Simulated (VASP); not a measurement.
Crystal: Ga.

```
Ga
1.0
     2.26150   -3.83050    0.00000
     2.26150    3.83050    0.00000
     0.00000    0.00000    4.52400
Ga
4
Direct
  0.84510 0.15490 0.08100
  0.65490 0.34510 0.58100
  0.15490 0.84510 0.91900
  0.34510 0.65490 0.41900
```

Base run:

* Program: VASP 6.6.1
* Functional: PBEsol
* Potentials or basis: VASP PAW PBE potentials, release 64 (Ga_d)
* Cutoff: 600 eV
* k mesh: 9 × 9 × 7
* Occupations: fermi-dirac, width 0.05 eV
* Spin: no spin polarisation

Its results: band gap on the k mesh none (metal or under the smearing width); pressure -1.5 GPa; largest force 0.119 eV/Å.

Q: The run is repeated on the same cell with these changes: potentials or basis from VASP PAW PBE potentials, release 64 (Ga_d) to VASP PAW PBE potentials, release 64 (Ga); cutoff from 600 eV to 500 eV; valence electrons from 52 to 12. What comes out?

A: Band gap on the k mesh none (metal or under the smearing width); pressure -0.9 GPa; largest force 0.092 eV/Å.

Caveats: the PAW data sets were made with another functional, which shifts forces and pressure a little.
